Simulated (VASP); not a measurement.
Input for VASP

KPOINTS:
```
kpoints
0
Gamma
8 8 8
0 0 0
```

File POSCAR:
```
BaO
1
    0.0000000000     2.7324824881     2.7324824881
    2.7324824881     0.0000000000     2.7324824881
    2.7324824881     2.7324824881     0.0000000000
Ba O
1 1
Direct
  0.0000000000   0.0000000000   0.0000000000
  0.5000000000   0.5000000000   0.5000000000
```

### INCAR
```
SYSTEM = BaO
PREC = Accurate; ENCUT = 520; LREAL = .FALSE.
LASPH = .TRUE.
EDIFF = 1E-7; NELM = 100; ALGO = Normal
LMAXMIX = 4
ISMEAR = 0; SIGMA = 0.05
GGA = PE; IVDW = 11
ISIF = 2
LWAVE = .FALSE.; LCHARG = .FALSE.
```

POTCAR, in this order: Ba_sv O (PBE.64 set). Program: vasp_std.

Question: Translate this PBE-D3 (zero damping) calculation to Quantum ESPRESSO's pw.x.

Answer: One equivalent input (not run):
```
&CONTROL
  calculation = 'scf'
  pseudo_dir = './pseudo'
  outdir = './out'
  tprnfor = .true.
  tstress = .true.
/
&SYSTEM
  ibrav = 0
  nat = 2
  ntyp = 2
  ecutwfc = 84
  occupations = 'smearing'
  smearing = 'gaussian'
  degauss = 0.003675
  input_dft = 'pbe'
  vdw_corr = 'grimme-d3'
  dftd3_version = 3
  dftd3_threebody = .false.
/
&ELECTRONS
  conv_thr = 7.3e-09
  electron_maxstep = 100
/
ATOMIC_SPECIES
  Ba 137.327 Ba.upf
  O 15.999 O.upf
CELL_PARAMETERS angstrom
     0.0000000    2.7324825    2.7324825
     2.7324825    0.0000000    2.7324825
     2.7324825    2.7324825    0.0000000
ATOMIC_POSITIONS crystal
  Ba   0.0000000  0.0000000  0.0000000
  O    0.5000000  0.5000000  0.5000000
K_POINTS automatic
  8 8 8 0 0 0
```
The two are equivalent in intent, not identical: the potentials are each code's own (VASP's PAW set, PseudoDojo norm-conserving files in pw.x), so ENCUT and ecutwfc are chosen apart and not converted; conv_thr bounds pw.x's estimated SCF error, while EDIFF bounds the energy change between steps.

The compound is BaO in the rock salt structure. This cell is one point of a volume scan, at 0.94 of the reference volume.
